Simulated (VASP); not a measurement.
Input for VASP

**INCAR**
```
SYSTEM = CoGa
PREC = Accurate
ENCUT = 300
EDIFF = 1E-6
NELM = 100
ALGO = Normal
LREAL = .FALSE.
LASPH = .TRUE.
ISMEAR = 0
SIGMA = 0.2
LMAXMIX = 4
LWAVE = .FALSE.
LCHARG = .FALSE.
ISIF = 2
```

File POSCAR:
```
CoGa
1
    2.9286720000     0.0000000000     0.0000000000
    0.0000000000     2.9286720000     0.0000000000
    0.0000000000     0.0000000000     2.9286720000
Ga Co
1 1
Direct
  0.5000000000   0.5000000000   0.5000000000
  0.0000000000   0.0000000000   0.0000000000
```

### KPOINTS
```
K-points
0
Gamma
  11 11 11
```

POTCAR, in this order: Ga_d Co (LDA.64 set). Program: vasp_std.

**Question.** Translate this LDA calculation to Ansatz.

**Answer.** One equivalent input (not run):
Ansatz 0.2 input:
```yaml
crystal:
  lattice:
    - [2.9286720, 0.0000000, 0.0000000]
    - [0.0000000, 2.9286720, 0.0000000]
    - [0.0000000, 0.0000000, 2.9286720]
  atoms:
    - { symbol: Ga, position: [0.5000000, 0.5000000, 0.5000000] }
    - { symbol: Co, position: [0.0000000, 0.0000000, 0.0000000] }
kpoints:
  mp_grid: { grid: [11, 11, 11] }
hamiltonian:
  xc: lda
  pseudopotentials: { kind: paw }
scf:
  occupations: { method: gaussian, width: 0.2 }
  max_iter: 100
output: { forces: true, stress: true, eigenvalues: true }
```
What does not carry over: each code has its own PAW files, so the cut-off isn't converted (ENCUT is set for VASP's; basis.ecutwfc is left out, and Ansatz then takes the one that its files recommend); Ansatz stops its SCF on the density residual and VASP on the energy change (EDIFF); Ansatz's lda is the Perdew-Wang form, while the LDA potentials of VASP carry Perdew-Zunger's.

The structure is a typed CoGa crystal (Pm-3m). The cell was not relaxed at this level. The run is one of a series of settings (GGA removed, POTCAR Ga_d Co (LDA.64 set) against the base run), some of them coarse on purpose.
